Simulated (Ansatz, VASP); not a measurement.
# Cross-check of GaSb between VASP and Ansatz

One calculation is typed for both programs; each brings its own data sets. How far apart do they land? The cell is taken from a series of runs on this material, whose earlier steps may have relaxed, scaled, displaced or heated it; both programs get it as it stands.

Program: Ansatz 0.2.0. Level of theory: plane waves, with VASP 6.6.1 beside it; zone-centre phonons at LDA. Results are calculated unless marked as measured.

**1. The structure**

The structure is tetragonal, space group I-4m2 (No. 119). Conventional cell: a = 4.234 Å, b = 4.234 Å, c = 6.104 Å, α = 90.00°, β = 90.00°, γ = 90.00°. Nearest to Ga lie 4 Sb at 2.61 Å. Nearest to Sb lie 4 Ga at 2.61 Å. Farther neighbours are not listed.

**2. VASP: zone-centre phonons, LDA**

Second derivatives magnify differences that forces hide, and they need a tight electronic threshold.

Lines of VASP's logs that name or quote its potential files are left out, and so is its time.

Input file INCAR:

```
SYSTEM = GaSb
PREC = Accurate
ENCUT = 500
EDIFF = 1E-08
NELM = 120
ISMEAR = 1
SIGMA = 0.2
LREAL = .FALSE.
ALGO = Normal
GGA = CA
NBANDS = 15
LORBIT = 11
LWAVE = .FALSE.
LCHARG = .FALSE.
ISIF = 2
IBRION = 8
LASPH = .TRUE.
GGA_COMPAT = .FALSE.
EFERMI = MIDGAP
KPAR = 2
```

Input file POSCAR:

```
GaSb
1.0
    0.0000000000      2.9941224753      3.0521446476
    2.9941224753      0.0000000000      3.0521446476
    2.9941224753      2.9941224753      0.0000000000
Ga Sb
1 1
Direct
    0.0000000000      0.0000000000      0.0000000000
    0.7500000000      0.7500000000      0.7500000000
```

Input file KPOINTS:

```
Automatic mesh
0
Gamma
12 12 12
0 0 0
```

Potentials, in the order of the species: Ga_d and Sb (LDA family, release 64).

On the command line:

```bash
> mpirun -np 2 vasp_std
```

Numbers of over 12 decimals in the logs are rounded to 6 here.

Log:

```text
[banner, memory and clock lines left out]
running    2 mpi-ranks, on    1 nodes
 distrk:  each k-point on    1 cores,    2 groups
 distr:  one band on    1 cores,    1 groups

 POSCAR found type information on POSCAR GaSb
 POSCAR found :  2 types and       2 ions
 LDA part: xc-table for (Slater(with rela. corr.)+CA(PZ))
 , standard interpolation
 POSCAR, INCAR and KPOINTS ok, starting setup
 FFT: planning ... GRIDC
 FFT: planning ... GRID_SOFT
 FFT: planning ... GRID
 WAVECAR not read
 entering main loop
       N       E                     dE             d eps       ncg     rms          rms(c)
DAV:   1     0.801507077516E+02    0.80151E+02   -0.85175E+03  4954   0.146E+03
DAV:   2    -0.258759533268E+01   -0.82738E+02   -0.79753E+02  5681   0.298E+02
DAV:   3    -0.868832154418E+01   -0.61007E+01   -0.60760E+01  5870   0.674E+01
DAV:   4    -0.879869211382E+01   -0.11037E+00   -0.11035E+00  6083   0.102E+01
DAV:   5    -0.880139483454E+01   -0.27027E-02   -0.27027E-02  6340   0.140E+00    0.348E+00
DAV:   6    -0.870766169086E+01    0.93733E-01   -0.76806E-02  7292   0.454E+00    0.203E+00
DAV:   7    -0.866973913552E+01    0.37923E-01   -0.55075E-02  5506   0.190E+00    0.296E-01
DAV:   8    -0.866952268302E+01    0.21645E-03   -0.49401E-03  6231   0.872E-01    0.104E-01
DAV:   9    -0.866959741890E+01   -0.74736E-04   -0.35080E-04  5783   0.165E-01    0.409E-02
DAV:  10    -0.866958978054E+01    0.76384E-05   -0.17681E-05  6375   0.366E-02    0.142E-02
DAV:  11    -0.866959183907E+01   -0.20585E-05   -0.44219E-06  5753   0.195E-02    0.532E-03
DAV:  12    -0.866959180358E+01    0.35496E-07   -0.23060E-07  6122   0.350E-03    0.123E-03
DAV:  13    -0.866959181241E+01   -0.88348E-08   -0.21873E-08  5912   0.142E-03
   1 F= -.86695918E+01 E0= -.86697455E+01  d E =0.461155E-03
 Linear response reoptimize wavefunctions to high precision
DAV:   1    -0.866959181251E+01   -0.96406E-10   -0.77275E-10  5063   0.353E-04
 Linear response DOF=           4
 Linear response progress:
  Degree of freedom:   1/  4
       N       E                     dE             d eps       ncg     rms          rms(c)
RMM:   1    -0.168205293914E+00   -0.16821E+00    0.10477E-01 17765   0.860E+00
RMM:   2    -0.166686908935E+00    0.15184E-02   -0.27434E-02 26847   0.138E+00    0.409E-02
RMM:   3    -0.166835315544E+00   -0.14841E-03   -0.35738E-03 27677   0.454E-01    0.269E-02
RMM:   4    -0.166818478913E+00    0.16837E-04   -0.19064E-03 30490   0.222E-01    0.150E-02
RMM:   5    -0.166831961010E+00   -0.13482E-04   -0.61760E-05 29627   0.548E-02    0.483E-03
RMM:   6    -0.166836186181E+00   -0.42252E-05   -0.10146E-05 29655   0.223E-02    0.782E-04
RMM:   7    -0.166826605359E+00    0.95808E-05   -0.27455E-06 28974   0.100E-02    0.676E-04
RMM:   8    -0.166829635250E+00   -0.30299E-05   -0.59827E-07 29429   0.455E-03    0.189E-04
RMM:   9    -0.166830730371E+00   -0.10951E-05   -0.28559E-07 29427   0.212E-03    0.966E-05
RMM:  10    -0.166831396215E+00   -0.66584E-06    0.29401E-08 29901   0.104E-03    0.263E-05
RMM:  11    -0.166831488726E+00   -0.92511E-07   -0.36082E-08 29818   0.515E-04    0.132E-05
RMM:  12    -0.166831612315E+00   -0.12359E-06   -0.10074E-08 29658   0.270E-04    0.286E-06
RMM:  13    -0.166831626909E+00   -0.14595E-07    0.17182E-09 29850   0.150E-04    0.286E-06
RMM:  14    -0.166831654673E+00   -0.27764E-07   -0.30787E-08 29768   0.905E-05    0.396E-07
RMM:  15    -0.166831659190E+00   -0.45168E-08    0.55715E-10 29736   0.604E-05    0.294E-07
 first order change of Fermi-energy  -0.14761E-04
 force on displaced ion       1 direction 1 :  -8.619   0.000  -0.000
 Linear response progress:
  Degree of freedom:   2/  4
       N       E                     dE             d eps       ncg     rms          rms(c)
RMM:   1    -0.168441356839E+00   -0.16844E+00    0.92918E-02 10433   0.851E+00
RMM:   2    -0.166941347421E+00    0.15000E-02   -0.28460E-02 15638   0.135E+00    0.411E-02
RMM:   3    -0.166957583394E+00   -0.16236E-04   -0.35117E-03 16242   0.434E-01    0.276E-02
RMM:   4    -0.166902864082E+00    0.54719E-04   -0.16219E-03 17665   0.209E-01    0.139E-02
RMM:   5    -0.166926261371E+00   -0.23397E-04   -0.75916E-05 17197   0.521E-02    0.472E-03
RMM:   6    -0.166930494003E+00   -0.42326E-05   -0.11553E-05 17241   0.210E-02    0.564E-04
RMM:   7    -0.166921499936E+00    0.89941E-05   -0.31313E-06 16808   0.946E-03    0.726E-04
RMM:   8    -0.166924230328E+00   -0.27304E-05   -0.52807E-07 17237   0.431E-03    0.232E-04
RMM:   9    -0.166925604223E+00   -0.13739E-05   -0.15153E-07 16839   0.200E-03    0.919E-05
RMM:  10    -0.166926468895E+00   -0.86467E-06   -0.37972E-08 17415   0.101E-03    0.253E-05
RMM:  11    -0.166926483179E+00   -0.14285E-07   -0.10935E-08 17250   0.493E-04    0.373E-06
RMM:  12    -0.166926452387E+00    0.30792E-07   -0.69365E-09 17362   0.263E-04    0.104E-05
RMM:  13    -0.166926557140E+00   -0.10475E-06   -0.36881E-09 16896   0.151E-04    0.200E-06
RMM:  14    -0.166926523379E+00    0.33760E-07   -0.19717E-09 16899   0.935E-05    0.421E-06
RMM:  15    -0.166926532478E+00   -0.90987E-08   -0.17575E-09 17420   0.646E-05    0.335E-06
 first order change of Fermi-energy   0.28138E-06
 force on displaced ion       1 direction 3 :   0.000   0.000  -8.558
 Linear response progress:
  Degree of freedom:   3/  4
       N       E                     dE             d eps       ncg     rms          rms(c)
RMM:   1    -0.293696144619E-01   -0.29370E-01    0.67731E-05 28816   0.143E+00
RMM:   2    -0.265358776748E-01    0.28337E-02   -0.38142E-03 26048   0.407E-01    0.686E-02
RMM:   3    -0.264656030170E-01    0.70275E-04   -0.23072E-04 28971   0.111E-01    0.364E-02
RMM:   4    -0.264848950853E-01   -0.19292E-04   -0.44280E-05 29066   0.463E-02    0.465E-03
RMM:   5    -0.264905704191E-01   -0.56753E-05   -0.62182E-06 30220   0.161E-02    0.294E-03
RMM:   6    -0.264834626862E-01    0.71077E-05   -0.92232E-07 29143   0.516E-03    0.802E-04
RMM:   7    -0.264824943693E-01    0.96832E-06   -0.74750E-08 29836   0.153E-03    0.305E-04
RMM:   8    -0.264820558683E-01    0.43850E-06   -0.87102E-09 28727   0.541E-04    0.828E-05
RMM:   9    -0.264820188236E-01    0.37045E-07    0.10527E-09 29821   0.200E-04    0.203E-05
RMM:  10    -0.264820282239E-01   -0.94003E-08    0.14104E-09 28296   0.798E-05    0.519E-06
 first order change of Fermi-energy   0.43360E-04
 force on displaced ion       2 direction 1 :  -8.612   0.000  -0.000
 Linear response progress:
  Degree of freedom:   4/  4
       N       E                     dE             d eps       ncg     rms          rms(c)
RMM:   1    -0.295154102239E-01   -0.29515E-01   -0.37970E-04 16485   0.144E+00
RMM:   2    -0.265281633687E-01    0.29872E-02   -0.38563E-03 15387   0.407E-01    0.696E-02
RMM:   3    -0.264694406297E-01    0.58723E-04   -0.22824E-04 16879   0.109E-01    0.370E-02
RMM:   4    -0.264972767570E-01   -0.27836E-04   -0.44144E-05 17004   0.460E-02    0.460E-03
RMM:   5    -0.265030247227E-01   -0.57480E-05   -0.62118E-06 17653   0.157E-02    0.294E-03
RMM:   6    -0.264946702099E-01    0.83545E-05   -0.81809E-07 16979   0.501E-03    0.585E-04
RMM:   7    -0.264941382724E-01    0.53194E-06   -0.71433E-08 17572   0.148E-03    0.270E-04
RMM:   8    -0.264939850020E-01    0.15327E-06   -0.15118E-08 16889   0.520E-04    0.614E-05
RMM:   9    -0.264939830891E-01    0.19128E-08   -0.19847E-09 17601   0.190E-04    0.231E-05
 first order change of Fermi-energy   0.73397E-03
 force on displaced ion       2 direction 3 :   0.000   0.000  -8.586
 Linear response finished
```

Parts of OUTCAR (step 2):

```text
ion  position               nearest neighbor table
   1  0.000  0.000  0.000-   2 2.61   2 2.61   2 2.61   2 2.61
   2  0.750  0.750  0.750-   1 2.61   1 2.61   1 2.61   1 2.61

  LATTYP: Found a body centered tetragonal cell.
 ALAT       =     4.2343286120
 C/A-ratio  =     1.4416191691

 Subroutine GETGRP returns: Found  8 space group operations
 (whereof  8 operations were pure point group operations)

The static configuration has the point symmetry D_2d.

 Found    163 irreducible k-points:

   k-points           NKPTS =    163   k-points in BZ     NKDIM =    163   number of bands    NBANDS=     15

   dimension x,y,z NGX =    32 NGY =   32 NGZ =   32
   dimension x,y,z NGXF=    64 NGYF=   64 NGZF=   64

   ENCUT  =  500.0 eV  36.75 Ry    6.06 a.u.   7.80  7.80  7.72*2*pi/ulx,y,z

   NELECT =      18.0000    total number of electrons

 k-points in reciprocal lattice and weights: Automatic mesh
   0.00000000  0.00000000  0.00000000       0.001
   0.08333333  0.00000000  0.00000000       0.005
   0.16666667  0.00000000  0.00000000       0.005
   0.25000000  0.00000000  0.00000000       0.005
   0.33333333  0.00000000  0.00000000       0.005
   0.41666667  0.00000000  0.00000000       0.005
   0.50000000  0.00000000  0.00000000       0.002
   0.08333333  0.08333333  0.00000000       0.001
   0.16666667  0.08333333  0.00000000       0.005
[...]
-0.33333333  0.16666667  0.50000000       0.002
  -0.25000000  0.25000000  0.50000000       0.001

 average (electrostatic) potential at core
       1 -66.4834       2 -88.2325

  Total        0.3898638      0.3898638      0.0723893      0.0000000     -0.0000000      0.0000000
  in kB       11.4142987     11.4142987      2.1193878      0.0000000     -0.0000000      0.0000000
  external PRESSURE =       8.3159951 kB  Pullay stress =       0.0000000 kB

  energy-cutoff  :      500.00
  volume of cell :       54.72
      direct lattice vectors                 reciprocal lattice vectors
     0.000000000  2.994122475  3.052144648    -0.166993837  0.166993837  0.163819235
     2.994122475  0.000000000  3.052144648     0.166993837 -0.166993837  0.163819235
     2.994122475  2.994122475  0.000000000     0.166993837  0.166993837 -0.163819235

 POSITION                                       TOTAL-FORCE (eV/Angst)
 -----------------------------------------------------------------------------------
      0.00000      0.00000      0.00000        -0.000000     -0.000000      0.000000
      4.49118      4.49118      4.57822         0.000000      0.000000     -0.000000
 -----------------------------------------------------------------------------------
    total drift:                                0.000000      0.000000     -0.000002

 Eigenvectors and eigenvalues of the dynamical matrix
 ----------------------------------------------------

   1 f  =    6.892143 THz    43.304614 2PiTHz  229.897156 cm-1    28.503602 meV
             X         Y         Z           dx          dy          dz
      0.000000  0.000000  0.000000     0.000000    0.797530    0.000000
      4.491184  4.491184  4.578217     0.000000   -0.603279    0.000000

   2 f  =    6.892143 THz    43.304614 2PiTHz  229.897156 cm-1    28.503602 meV
             X         Y         Z           dx          dy          dz
      0.000000  0.000000  0.000000    -0.797530    0.000000    0.000000
      4.491184  4.491184  4.578217     0.603279    0.000000    0.000000

   3 f  =    6.872827 THz    43.183248 2PiTHz  229.252844 cm-1    28.423717 meV
             X         Y         Z           dx          dy          dz
      0.000000  0.000000  0.000000     0.000000    0.000000    0.796941
      4.491184  4.491184  4.578217     0.000000    0.000000   -0.604058

   4 f/i=    0.001394 THz     0.008759 2PiTHz    0.046498 cm-1     0.005765 meV
             X         Y         Z           dx          dy          dz
      0.000000  0.000000  0.000000    -0.497841    0.340734    0.000000
      4.491184  4.491184  4.578217    -0.658142    0.450448    0.000000

   5 f/i=    0.001394 THz     0.008759 2PiTHz    0.046498 cm-1     0.005765 meV
             X         Y         Z           dx          dy          dz
      0.000000  0.000000  0.000000     0.340734    0.497841    0.000000
      4.491184  4.491184  4.578217     0.450448    0.658142    0.000000

   6 f/i=    0.005322 THz     0.033438 2PiTHz    0.177516 cm-1     0.022009 meV
             X         Y         Z           dx          dy          dz
      0.000000  0.000000  0.000000     0.000000    0.000000   -0.604058
      4.491184  4.491184  4.578217     0.000000    0.000000   -0.796941

 ELASTIC MODULI CONTR FROM IONIC RELAXATION (kBar)
 Direction    XX          YY          ZZ          XY          YZ          ZX
 --------------------------------------------------------------------------------
 XX           0.0000      0.0000      0.0000      0.0000      0.0000      0.0000
 YY           0.0000      0.0000      0.0000      0.0000      0.0000      0.0000
 ZZ           0.0000      0.0000      0.0000      0.0000      0.0000      0.0000
 XY           0.0000      0.0000      0.0000   -202.7977      0.0000      0.0000
 YZ           0.0000      0.0000      0.0000      0.0000   -207.7208      0.0000
 ZX           0.0000      0.0000      0.0000      0.0000      0.0000   -183.0588
 --------------------------------------------------------------------------------
```

The gap is under twice the smearing width, so the edge states are partly filled and the run can't tell a small gap from a semimetal. Methfessel-Paxton smearing is not meant for a cell with a gap.

(Part 1 of 2 ends here.)

[Lines on the potential files, build, host, timing and source positions are cut from VASP's logs without a mark.]

[Logs are printed without paths, hosts, clocks, repeated set-up lines and the standing remarks that a program may print on its own settings, such as how far it seeks lower states.]

[Hosts, paths, dates, database ids (printed as entryN), source tags and the programs' standing remarks are cut or masked in the printed files.]
